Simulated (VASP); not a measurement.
# TiC: structure and properties in VASP

Aim: relax TiC, then compute properties on the relaxed cell. The steps: full relaxation (LDA), second relaxation, single point with fields (LDA), band structure (LDA), density of states (LDA), volume scan with LDA, fit for LDA, field gradients at the nuclei (LDA) and self-consistent run (LDA), changed input. The start is a cell from a database of measured crystal structures.

Calculated with VASP 6.6.1; LDA; plane waves and PAW (Ti_sv, C).

The database entry behind the starting cell differs from later determinations by our own check (0.1 to 0.3 % short, probably kX units), so it need not match the best structure at ambient conditions.

**1. Starting point**

Before any relaxation, the start is as follows. It takes space group Fm-3m (No. 225, cubic). Conventional cell: a = 4.319 Å, b = 4.319 Å, c = 4.319 Å, α = 90.00°, β = 90.00°, γ = 90.00°. Nearest to Ti lie 6 C at 2.16 Å. Nearest to C lie 6 Ti at 2.16 Å. Farther neighbours are not listed.

**2. Full relaxation (LDA)**

The start need not lie at this functional's minimum. ISIF = 3 frees volume, shape and positions, and EDIFFG sets the threshold on forces and stress at which the search stops. LDA, the lowest rung, knows the local density alone.

INCAR reads:

```
SYSTEM = TiC
PREC = Accurate
ENCUT = 520
EDIFF = 1E-06
NELM = 100
ISMEAR = 0
SIGMA = 0.05
LREAL = .FALSE.
ALGO = Normal
GGA = CA
NBANDS = 14
LORBIT = 11
LWAVE = .FALSE.
LCHARG = .FALSE.
KPAR = 2
IBRION = 2
NSW = 60
ISIF = 3
EDIFFG = -0.01
```

POSCAR reads:

```
TiC
1.0
    0.0000000000      2.1593000000      2.1593000000
    2.1593000000      0.0000000000      2.1593000000
    2.1593000000      2.1593000000      0.0000000000
Ti C
1 1
Direct
    0.0000000000      0.0000000000      0.0000000000
    0.5000000000      0.5000000000      0.5000000000
```

KPOINTS reads:

```
Automatic mesh
0
Gamma
9 9 9
0 0 0
```

The projector-augmented-wave data sets are Ti_sv and C (LDA family, release 64).

Command:

```console
$ mpirun -np 2 vasp_std
```

The program printed:

```text
[banner, memory and clock lines left out]
running    2 mpi-ranks, on    1 nodes
 distrk:  each k-point on    1 cores,    2 groups
 distr:  one band on    1 cores,    1 groups

 POSCAR found type information on POSCAR TiC
 POSCAR found :  2 types and       2 ions
 LDA part: xc-table for (Slater(with rela. corr.)+CA(PZ))
 , standard interpolation
 POSCAR, INCAR and KPOINTS ok, starting setup
 FFT: planning ... GRIDC
 FFT: planning ... GRID_SOFT
 FFT: planning ... GRID
 WAVECAR not read
 entering main loop
       N       E                     dE             d eps       ncg     rms          rms(c)
DAV:   1     0.120955697920E+03    0.12096E+03   -0.80352E+03   980   0.134E+03
DAV:   2    -0.176636334598E+02   -0.13862E+03   -0.13059E+03  1070   0.358E+02
DAV:   3    -0.257823759561E+02   -0.81187E+01   -0.79447E+01  1272   0.840E+01
DAV:   4    -0.260500227398E+02   -0.26765E+00   -0.26751E+00  1184   0.144E+01
DAV:   5    -0.260567522141E+02   -0.67295E-02   -0.67292E-02  1314   0.209E+00    0.181E+01
DAV:   6    -0.212667205363E+02    0.47900E+01   -0.13598E+01  1362   0.603E+01    0.720E+00
DAV:   7    -0.205753609021E+02    0.69136E+00   -0.25236E+00  1176   0.237E+01    0.506E+00
DAV:   8    -0.205445233555E+02    0.30838E-01   -0.12185E-01  1076   0.372E+00    0.364E+00
DAV:   9    -0.205175520668E+02    0.26971E-01   -0.13030E-01  1230   0.479E+00    0.707E-01
DAV:  10    -0.205166325052E+02    0.91956E-03   -0.13655E-02  1264   0.143E+00    0.657E-01
DAV:  11    -0.205141206934E+02    0.25118E-02   -0.48309E-03  1052   0.988E-01    0.250E-01
DAV:  12    -0.205139005862E+02    0.22011E-03   -0.47011E-04  1330   0.305E-01    0.588E-02
DAV:  13    -0.205138808008E+02    0.19785E-04   -0.87701E-05  1136   0.853E-02    0.113E-02
DAV:  14    -0.205138796957E+02    0.11051E-05   -0.28744E-06  1146   0.215E-02    0.597E-03
DAV:  15    -0.205138794713E+02    0.22442E-06   -0.60791E-07   598   0.127E-02
   1 F= -.20513879E+02 E0= -.20513656E+02  d E =-.205139E+02
 curvature:   0.00 expect dE= 0.000E+00 dE for cont linesearch  0.000E+00
 trial: gam= 0.00000 g(F)=  0.451E-60 g(S)=  0.110E+00 ort = 0.000E+00 (trialstep = 0.100E+01)
 search vector abs. value=  0.110E+00
 bond charge predicted
       N       E                     dE             d eps       ncg     rms          rms(c)
DAV:   1    -0.218190464160E+02   -0.13052E+01   -0.28387E+01  1178   0.769E+01    0.112E+01
DAV:   2    -0.206436473149E+02    0.11754E+01   -0.30753E+00  1222   0.320E+01    0.307E+00
DAV:   3    -0.204662549457E+02    0.17739E+00   -0.39557E-01  1286   0.681E+00    0.146E+00
DAV:   4    -0.204609415469E+02    0.53134E-02   -0.30946E-01  1316   0.577E+00    0.895E-01
DAV:   5    -0.204783178495E+02   -0.17376E-01   -0.26186E-02  1112   0.216E+00    0.155E-01
DAV:   6    -0.204860567924E+02   -0.77389E-02   -0.11696E-02  1488   0.530E-01    0.153E-01
DAV:   7    -0.204895267922E+02   -0.34700E-02   -0.38492E-03  1160   0.691E-01    0.282E-01
DAV:   8    -0.204887448077E+02    0.78198E-03   -0.26130E-03  1306   0.646E-01    0.133E-02
DAV:   9    -0.204887769574E+02   -0.32150E-04   -0.19635E-04  1076   0.107E-01    0.112E-02
DAV:  10    -0.204888096604E+02   -0.32703E-04   -0.57509E-05  1538   0.474E-02    0.801E-03
DAV:  11    -0.204888101393E+02   -0.47884E-06   -0.11445E-05  1432   0.257E-02    0.173E-03
DAV:  12    -0.204888101898E+02   -0.50530E-07   -0.66139E-07   722   0.698E-03
   2 F= -.20488810E+02 E0= -.20488369E+02  d E =0.250693E-01
 trial-energy change:    0.025069  1 .order    0.028371   -0.109763    0.166504
 step:   0.4147(harm=  0.3973)  dis= 0.00000  next Energy=   -20.536875 (dE=-0.230E-01)
 bond charge predicted
       N       E                     dE             d eps       ncg     rms          rms(c)
DAV:   1    -0.210488669292E+02   -0.56006E+00   -0.10145E+01  1148   0.489E+01    0.744E+00
DAV:   2    -0.206527314395E+02    0.39614E+00   -0.18974E+00  1204   0.233E+01    0.241E+00
DAV:   3    -0.205197565475E+02    0.13297E+00   -0.25026E-01  1334   0.700E+00    0.792E-01
DAV:   4    -0.205240733113E+02   -0.43168E-02   -0.10334E-01  1292   0.294E+00    0.453E-01
DAV:   5    -0.205319023315E+02   -0.78290E-02   -0.75974E-03  1394   0.650E-01    0.283E-01
DAV:   6    -0.205367287909E+02   -0.48265E-02   -0.66262E-03  1490   0.503E-01    0.135E-01
DAV:   7    -0.205372781620E+02   -0.54937E-03   -0.14576E-03  1266   0.251E-01    0.628E-02
DAV:   8    -0.205373603792E+02   -0.82217E-04   -0.18306E-04  1268   0.123E-01    0.114E-02
DAV:   9    -0.205373595066E+02    0.87260E-06   -0.16289E-05  1158   0.308E-02    0.111E-02
DAV:  10    -0.205373617678E+02   -0.22611E-05   -0.43761E-06  1348   0.154E-02    0.444E-03
DAV:  11    -0.205373621704E+02   -0.40268E-06   -0.52507E-07   756   0.574E-03
   3 F= -.20537362E+02 E0= -.20537063E+02  d E =-.234827E-01
 curvature:  -0.20 expect dE=-0.371E-05 dE for cont linesearch -0.371E-05
 trial: gam=-0.01287 g(F)=  0.313E-60 g(S)=  0.187E-04 ort = 0.143E-02 (trialstep = 0.883E+00)
 search vector abs. value=  0.328E-08
 reached required accuracy - stopping structural energy minimisation
```

Wall time 21 s (2 MPI ranks of AMD EPYC 7R43, shared host); peak memory 0.2 GiB.

Lines that name or quote the potential files are left out of all logs, and their timing lines are given in words.

Parts of OUTCAR (step 2):

```text
ion  position               nearest neighbor table
   1  0.000  0.000  0.000-   2 2.16   2 2.16   2 2.16   2 2.16   2 2.16   2 2.16
   2  0.500  0.500  0.500-   1 2.16   1 2.16   1 2.16   1 2.16   1 2.16   1 2.16

  LATTYP: Found a face centered cubic cell.
 ALAT       =     4.3186000000

 Subroutine GETGRP returns: Found 48 space group operations
 (whereof 48 operations were pure point group operations)

The static configuration has the point symmetry O_h .

 Found     35 irreducible k-points:

   k-points           NKPTS =     35   k-points in BZ     NKDIM =     35   number of bands    NBANDS=     14

   dimension x,y,z NGX =    24 NGY =   24 NGZ =   24
   dimension x,y,z NGXF=    48 NGYF=   48 NGZF=   48

   ENCUT  =  520.0 eV  38.22 Ry    6.18 a.u.   5.68  5.68  5.68*2*pi/ulx,y,z

   NELECT =      16.0000    total number of electrons

 k-points in reciprocal lattice and weights: Automatic mesh
   0.00000000  0.00000000  0.00000000       0.001
   0.11111111  0.00000000  0.00000000       0.011
   0.22222222  0.00000000  0.00000000       0.011
   0.33333333  0.00000000  0.00000000       0.011
   0.44444444  0.00000000  0.00000000       0.011
   0.11111111  0.11111111  0.00000000       0.008
   0.22222222  0.11111111  0.00000000       0.033
   0.33333333  0.11111111  0.00000000       0.033
   0.44444444  0.11111111  0.00000000       0.033
[...]
-0.33333333  0.44444444  0.11111111       0.033
  -0.33333333  0.44444444  0.22222222       0.033

 average (electrostatic) potential at core
       1 -70.5028       2 -48.1801

 E-fermi :   9.7782

 k-point     1 :       0.0000    0.0000    0.0000
  band No.  band energies     occupation
      1     -45.9627      2.00000
      2     -22.3410      2.00000
      3     -22.3410      2.00000
      4     -22.3410      2.00000
      5      -2.6289      2.00000
      6      10.4320      0.00000
      7      10.4320      0.00000
      8      10.4320      0.00000
      9      11.5400      0.00000
     10      11.5400      0.00000
    ...

 k-point     2 :       0.1111    0.0000    0.0000
  band No.  band energies     occupation
    ...
      4     -22.3478      2.00000
      5      -2.3335      2.00000
      6       9.3196      2.00000
      7       9.6576      1.99935
      8       9.6576      1.99935
      9      10.8473      0.00000
     10      10.8473      0.00000
     11      12.0616      0.00000
     12      13.4952      0.00000
     13      13.4952      0.00000
    ...

 k-point     3 :       0.2222    0.0000    0.0000
  band No.  band energies     occupation
    ...
      4     -22.3649      2.00000
      5      -1.5075      2.00000
      6       7.4666      2.00000
      7       8.2861      2.00000
      8       8.2861      2.00000
      9      11.4072      0.00000
     10      11.4072      0.00000
     11      12.6193      0.00000
     12      15.4719      0.00000
     13      15.4719      0.00000
    ...

  Total       -0.0160644     -0.0160644     -0.0160644     -0.0000000      0.0000000     -0.0000000
  in kB       -1.3266542     -1.3266542     -1.3266542     -0.0000000      0.0000000     -0.0000000
  external PRESSURE =      -1.3266542 kB  Pullay stress =       0.0000000 kB

  energy-cutoff  :      520.00
  volume of cell :       19.40
      direct lattice vectors                 reciprocal lattice vectors
     0.000000000  2.132697240  2.132697240    -0.234444904  0.234444904  0.234444904
     2.132697240  0.000000000  2.132697240     0.234444904 -0.234444904  0.234444904
     2.132697240  2.132697240  0.000000000     0.234444904  0.234444904 -0.234444904

 POSITION                                       TOTAL-FORCE (eV/Angst)
 -----------------------------------------------------------------------------------
      0.00000      0.00000      0.00000        -0.000000     -0.000000     -0.000000
      2.13270      2.13270      2.13270         0.000000      0.000000      0.000000
 -----------------------------------------------------------------------------------
    total drift:                                0.000000     -0.000000     -0.000000

  FREE ENERGIE OF THE ION-ELECTRON SYSTEM (eV)
  ---------------------------------------------------
  free  energy   TOTEN  =       -20.5373621704 eV

  energy  without entropy=      -20.5367636583  energy(sigma->0) =      -20.53706291

 reached required accuracy - stopping structural energy minimisation

 total charge
# of ion       s       p       d       tot
------------------------------------------
    1        2.211   6.275   2.039  10.525
    2        0.892   1.528   0.000   2.419
--------------------------------------------------
tot          3.103   7.802   2.039  12.944

[... 3 further parts left out ...]
```

CONTCAR:

```
TiC
   1.00000000000000
     0.0000000000000000    2.1326972404350824    2.1326972404350824
     2.1326972404350824    0.0000000000000000    2.1326972404350824
     2.1326972404350824    2.1326972404350824    0.0000000000000000
  Ti              C
     1     1
Direct
     0.0000000000000000    0.0000000000000000    0.0000000000000000
     0.5000000000000000    0.5000000000000000    0.5000000000000000
```

The k-mesh is coarse for a metal. The run keeps the 48 symmetry operations of its start, so it cannot find a distortion of lower symmetry.

Step by step:

| step | energy less that of the first step (eV) | largest force (eV/Å) | pressure (GPa) | volume (Å³) |
| --- | --- | --- | --- | --- |
| 1 | 0.0000 | 0.0000 | -9.80 | 20.14 |
| 2 | 0.0251 | 0.0000 | 16.27 | 18.39 |
| 3 | -0.0235 | 0.0000 | -0.13 | 19.40 |

| conventional cell, symmetrised | before | after | change |
| --- | --- | --- | --- |
| a (Å) | 4.319 | 4.265 | -1.2 % |
| b (Å) | 4.319 | 4.265 | -1.2 % |
| c (Å) | 4.319 | 4.265 | -1.2 % |
| volume (Å³/atom) | 10.07 | 9.70 | -3.7 % |

The relaxed structure:

```xyz
2
Lattice="0.0000 2.1327 2.1327 2.1327 0.0000 2.1327 2.1327 2.1327 0.0000" Properties=species:S:1:pos:R:3 pbc="T T T"
Ti    0.0000    0.0000    0.0000
C     2.1327    2.1327    2.1327
```

This step gave:

```yaml
electrons: 16
bands: 14
irreducible_k_points: 35
symmetry_operations: 48
free_energy_toten: -20.54 eV
energy_at_zero_smearing: -20.54 eV
fermi_energy: 9.778 eV
pressure: -0.1327 GPa
metallic: yes
scf_cycles_over_all_ionic_steps: 38
```

It ends with forces that vanish by symmetry and a pressure of -0.13 GPa. The volume lies -3.7 % from that of the database's start, which holds the thermal and zero-point expansion of its experiment. LDA is known to overbind.

**3. Second relaxation**

The basis stayed that of the start cell while the cell moved. A rerun from the cell reached resets it; the error of the finite cutoff stays.

INCAR is that of step 2.

POSCAR reads:

```
TiC
1.0
    0.0000000000      2.1326972404      2.1326972404
    2.1326972404      0.0000000000      2.1326972404
    2.1326972404      2.1326972404      0.0000000000
Ti C
1 1
Direct
    0.0000000000      0.0000000000      0.0000000000
    0.5000000000      0.5000000000      0.5000000000
```

KPOINTS is that of step 2.

Command:

```console
$ mpirun -np 2 vasp_std
```

The program printed:

```text
[... set-up lines as in an earlier step ...]
 entering main loop
       N       E                     dE             d eps       ncg     rms          rms(c)
DAV:   1     0.116839618216E+03    0.11684E+03   -0.80813E+03   986   0.138E+03
DAV:   2    -0.182368145806E+02   -0.13508E+03   -0.12788E+03  1034   0.348E+02
DAV:   3    -0.256950659317E+02   -0.74583E+01   -0.73350E+01  1280   0.818E+01
DAV:   4    -0.259769387617E+02   -0.28187E+00   -0.28174E+00  1238   0.147E+01
DAV:   5    -0.259836898807E+02   -0.67511E-02   -0.67509E-02  1320   0.194E+00    0.189E+01
DAV:   6    -0.211825313003E+02    0.48012E+01   -0.13085E+01  1370   0.606E+01    0.693E+00
DAV:   7    -0.205835164618E+02    0.59901E+00   -0.22992E+00  1162   0.227E+01    0.536E+00
DAV:   8    -0.205521782045E+02    0.31338E-01   -0.11991E-01  1100   0.397E+00    0.344E+00
DAV:   9    -0.205395166326E+02    0.12662E-01   -0.10239E-01  1234   0.385E+00    0.674E-01
DAV:  10    -0.205387900783E+02    0.72655E-03   -0.10424E-02  1280   0.135E+00    0.629E-01
DAV:  11    -0.205369463241E+02    0.18438E-02   -0.56756E-03  1046   0.109E+00    0.151E-01
DAV:  12    -0.205369473972E+02   -0.10731E-05   -0.50036E-04  1064   0.248E-01    0.448E-02
DAV:  13    -0.205369362340E+02    0.11163E-04   -0.23951E-05  1232   0.445E-02    0.739E-03
DAV:  14    -0.205369361171E+02    0.11684E-06   -0.78710E-07   810   0.978E-03
   1 F= -.20536936E+02 E0= -.20536638E+02  d E =-.205369E+02
 curvature:   0.00 expect dE= 0.000E+00 dE for cont linesearch  0.000E+00
 trial: gam= 0.00000 g(F)=  0.161E-62 g(S)=  0.495E-04 ort = 0.000E+00 (trialstep = 0.100E+01)
 search vector abs. value=  0.495E-04
 bond charge predicted
       N       E                     dE             d eps       ncg     rms          rms(c)
DAV:   1    -0.205375338920E+02   -0.59766E-03   -0.12600E-02  1148   0.167E+00    0.250E-01
DAV:   2    -0.205370280236E+02    0.50587E-03   -0.19211E-03  1166   0.766E-01    0.805E-02
DAV:   3    -0.205368936486E+02    0.13437E-03   -0.27411E-04  1346   0.225E-01    0.308E-02
DAV:   4    -0.205368930636E+02    0.58499E-06   -0.13821E-04  1304   0.117E-01    0.170E-02
DAV:   5    -0.205369031295E+02   -0.10066E-04   -0.11464E-05  1182   0.326E-02    0.627E-03
DAV:   6    -0.205369073527E+02   -0.42232E-05   -0.74414E-06  1520   0.124E-02    0.480E-03
DAV:   7    -0.205369085161E+02   -0.11634E-05   -0.13686E-06   968   0.122E-02    0.431E-03
DAV:   8    -0.205369083638E+02    0.15230E-06   -0.62986E-07   666   0.803E-03
   2 F= -.20536908E+02 E0= -.20536603E+02  d E =0.277533E-04
 trial-energy change:    0.000028  1 .order    0.000018   -0.000050    0.000086
 step:   0.2808(harm=  0.3648)  dis= 0.00000  next Energy=   -20.536943 (dE=-0.674E-05)
 bond charge predicted
       N       E                     dE             d eps       ncg     rms          rms(c)
DAV:   1    -0.205372684446E+02   -0.35993E-03   -0.65830E-03  1154   0.121E+00    0.181E-01
DAV:   2    -0.205370065400E+02    0.26190E-03   -0.10221E-03  1168   0.558E-01    0.589E-02
DAV:   3    -0.205369329831E+02    0.73557E-04   -0.14426E-04  1326   0.165E-01    0.222E-02
DAV:   4    -0.205369325994E+02    0.38367E-06   -0.71776E-05  1316   0.832E-02    0.119E-02
DAV:   5    -0.205369376558E+02   -0.50564E-05   -0.57374E-06  1194   0.224E-02    0.479E-03
DAV:   6    -0.205369399440E+02   -0.22883E-05   -0.40485E-06  1408   0.935E-03    0.345E-03
DAV:   7    -0.205369404793E+02   -0.53523E-06   -0.11194E-06   944   0.103E-02
   3 F= -.20536940E+02 E0= -.20536639E+02  d E =-.436215E-05
 curvature:  -0.18 expect dE=-0.519E-07 dE for cont linesearch -0.519E-07
 trial: gam= 0.00000 g(F)=  0.336E-66 g(S)=  0.290E-06 ort =-0.379E-05 (trialstep = 0.856E+00)
 search vector abs. value=  0.290E-06
 reached required accuracy - stopping structural energy minimisation
```

It took 18 s on 2 MPI ranks; peak memory 0.2 GiB; 34 s of CPU time.

OUTCAR, selected parts (step 3):

```text
  LATTYP: Found a face centered cubic cell.
 ALAT       =     4.2653944808

The static configuration has the point symmetry O_h .

 Found     35 irreducible k-points:

   ENCUT  =  520.0 eV  38.22 Ry    6.18 a.u.   5.61  5.61  5.61*2*pi/ulx,y,z

   NELECT =      16.0000    total number of electrons

 E-fermi :   9.7849

 k-point     1 :       0.0000    0.0000    0.0000
  band No.  band energies     occupation
      1     -45.9550      2.00000
      2     -22.3329      2.00000
      3     -22.3329      2.00000
      4     -22.3329      2.00000
      5      -2.6247      2.00000
      6      10.4386      0.00000
      7      10.4386      0.00000
      8      10.4386      0.00000
      9      11.5471      0.00000
     10      11.5471      0.00000
    ...

 k-point     2 :       0.1111    0.0000    0.0000
  band No.  band energies     occupation
    ...
      4     -22.3397      2.00000
      5      -2.3291      2.00000
      6       9.3257      2.00000
      7       9.6638      1.99939
      8       9.6638      1.99939
      9      10.8542      0.00000
     10      10.8542      0.00000
     11      12.0693      0.00000
     12      13.5037      0.00000
     13      13.5037      0.00000
    ...

  Total        0.0020006      0.0020006      0.0020006      0.0000000     -0.0000000     -0.0000000
  in kB        0.1653035      0.1653035      0.1653035      0.0000000     -0.0000000     -0.0000000
  external PRESSURE =       0.1653035 kB  Pullay stress =       0.0000000 kB

  energy-cutoff  :      520.00
  volume of cell :       19.39
      direct lattice vectors                 reciprocal lattice vectors
     0.000000000  2.132319448  2.132319448    -0.234486442  0.234486442  0.234486442
     2.132319448  0.000000000  2.132319448     0.234486442 -0.234486442  0.234486442
     2.132319448  2.132319448  0.000000000     0.234486442  0.234486442 -0.234486442

 POSITION                                       TOTAL-FORCE (eV/Angst)
 -----------------------------------------------------------------------------------
      0.00000      0.00000      0.00000         0.000000      0.000000      0.000000
      2.13232      2.13232      2.13232         0.000000      0.000000     -0.000000
 -----------------------------------------------------------------------------------
    total drift:                                0.000000     -0.000000     -0.000000

  FREE ENERGIE OF THE ION-ELECTRON SYSTEM (eV)
  ---------------------------------------------------
  free  energy   TOTEN  =       -20.5369404793 eV

  energy  without entropy=      -20.5363382366  energy(sigma->0) =      -20.53663936

 total charge
# of ion       s       p       d       tot
------------------------------------------
    1        2.211   6.275   2.040  10.526
    2        0.892   1.528   0.000   2.420
--------------------------------------------------
tot          3.103   7.803   2.040  12.946

[... 5 parts as in an earlier step ...]

[... 6 further parts left out ...]
```

Little changed from the start: no atom moved by 0.005 Å and no cell edge by 0.1 %.

Numbers from this step:

- Fermi energy: 9.785 eV
- pressure: 0.01653 GPa
- SCF cycles over all ionic steps: 29

It ends with forces that vanish by symmetry and a pressure of 0.02 GPa. The volume moved by only 0.05 %, so the volume is settled.

(Continued in part 2 of 5.)

[Lines on the potential files, build, host, timing and source positions are cut from VASP's logs without a mark.]

[Logs are printed without paths, hosts, clocks, repeated set-up lines and the standing remarks that a program may print on its own settings, such as how far it seeks lower states.]

[Hosts, paths, dates, database ids (printed as entryN), source tags and the programs' standing remarks are cut or masked in the printed files.]

[A measured line is paired with the nearest computed mode of its activity, which favours agreement.]
